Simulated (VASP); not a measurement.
A VASP calculation is set up with these files.

POSCAR:
```
BBi
1
    3.8416614899     0.0000000000     0.0000000000
   -1.9208307450     3.3269762307     0.0000000000
    0.0000000000     0.0000000000     6.3268429502
B Bi
2 2
Direct
  0.3333330000   0.6666670000   0.0001486894
  0.6666670000   0.3333330000   0.5001486894
  0.3333330000   0.6666670000   0.3748513106
  0.6666670000   0.3333330000   0.8748513106
```

**KPOINTS**
```
Automatic mesh
0
Gamma
9 9 5
0 0 0
```

**INCAR**
```
ALGO = Normal
EDIFF = 1E-7
ENCUT = 520
GGA = PS
ISIF = 2
ISMEAR = -5
LASPH = T
LCHARG = T
LMAXMIX = 4
LORBIT = 11
LREAL = F
LWAVE = F
NEDOS = 601
NELM = 100
PREC = Accurate
SYSTEM = BBi
```

POTCAR, in this order: B Bi_d (PBE.64 set). Program: vasp_std.

**Question.** Translate this PBEsol calculation to Quantum ESPRESSO's pw.x.

**Answer.** One equivalent input (not run):
```
&CONTROL
  calculation = 'scf'
  pseudo_dir = './pseudo'
  outdir = './out'
  tprnfor = .true.
  tstress = .true.
/
&SYSTEM
  ibrav = 0
  nat = 4
  ntyp = 2
  ecutwfc = 76
  occupations = 'tetrahedra'
  input_dft = 'pbesol'
/
&ELECTRONS
  conv_thr = 7.3e-09
  electron_maxstep = 100
/
ATOMIC_SPECIES
  B 10.810 B.upf
  Bi 208.980 Bi.upf
CELL_PARAMETERS angstrom
     3.8416615    0.0000000    0.0000000
    -1.9208307    3.3269762    0.0000000
     0.0000000    0.0000000    6.3268430
ATOMIC_POSITIONS crystal
  B    0.3333330  0.6666670  0.0001487
  B    0.6666670  0.3333330  0.5001487
  Bi   0.3333330  0.6666670  0.3748513
  Bi   0.6666670  0.3333330  0.8748513
K_POINTS automatic
  9 9 5 0 0 0
```
The two are equivalent in intent, not identical: the potentials are each code's own (VASP's PAW set, PseudoDojo norm-conserving files in pw.x), so ENCUT and ecutwfc are chosen apart and not converted; conv_thr bounds pw.x's estimated SCF error, while EDIFF bounds the energy change between steps.

The structure was generated: BBi was put into the wurtzite type (P6_3mc), which need not be its known phase. It was relaxed first, which changed the volume by +5 %.
